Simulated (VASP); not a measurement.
Given:

```
CELL_PARAMETERS angstrom
      4.78187     0.00000     0.00000
      0.00000     4.78187     0.00000
      0.00000     0.00000     4.78187
ATOMIC_POSITIONS crystal
  Rb 0.00000 0.00000 0.00000
  Pb 0.50000 0.50000 0.50000
  F  0.00000 0.50000 0.50000
  F  0.50000 0.00000 0.50000
  F  0.50000 0.50000 0.00000
```

Level of theory: PBEsol GGA, VASP's PBE PAW potentials (set 64) (plane waves; VASP). Run with 520 eV cut-off, Gaussian smearing of 0.050 eV, potentials Rb_sv Pb_d F.

Unless said otherwise, spin-orbit coupling is left out, though it shifts the bands of the heavy elements here.

Task: Give the energies of bands 13 to 25 at the high-symmetry points, in eV from the valence-band maximum.

Result: 
```json
[
 {"band": "13", "Γ": "-6.01", "X": "-7.53", "M": "-8.51", "R": "-9.28"},
 {"band": "14", "Γ": "-5.58", "X": "-5.51", "M": "-5.39", "R": "-4.22"},
 {"band": "15", "Γ": "-5.58", "X": "-5.51", "M": "-4.40", "R": "-4.22"},
 {"band": "16", "Γ": "-5.58", "X": "-4.35", "M": "-4.03", "R": "-4.22"},
 {"band": "17", "Γ": "-3.84", "X": "-3.93", "M": "-4.03", "R": "-3.84"},
 {"band": "18", "Γ": "-3.84", "X": "-3.88", "M": "-3.93", "R": "-3.84"},
 {"band": "19", "Γ": "-3.84", "X": "-3.88", "M": "-3.93", "R": "-3.54"},
 {"band": "20", "Γ": "-3.82", "X": "-3.87", "M": "-3.85", "R": "-3.54"},
 {"band": "21", "Γ": "-3.82", "X": "-3.87", "M": "-3.55", "R": "-3.54"},
 {"band": "22", "Γ": "-3.82", "X": "-2.10", "M": "-0.97", "R": "0.00"},
 {"band": "23", "Γ": "3.58", "X": "2.84", "M": "3.42", "R": "2.77"},
 {"band": "24", "Γ": "5.24", "X": "5.49", "M": "3.42", "R": "2.77"},
 {"band": "25", "Γ": "5.24", "X": "5.49", "M": "5.45", "R": "2.77"}
]
```

The gap is direct, 2.77 eV, from the valence maximum at R to the conduction minimum at R.

The structure comes from a computed database's RbPbF3 entry (Pm-3m); how it stands against other phases isn't given here. It was relaxed first.
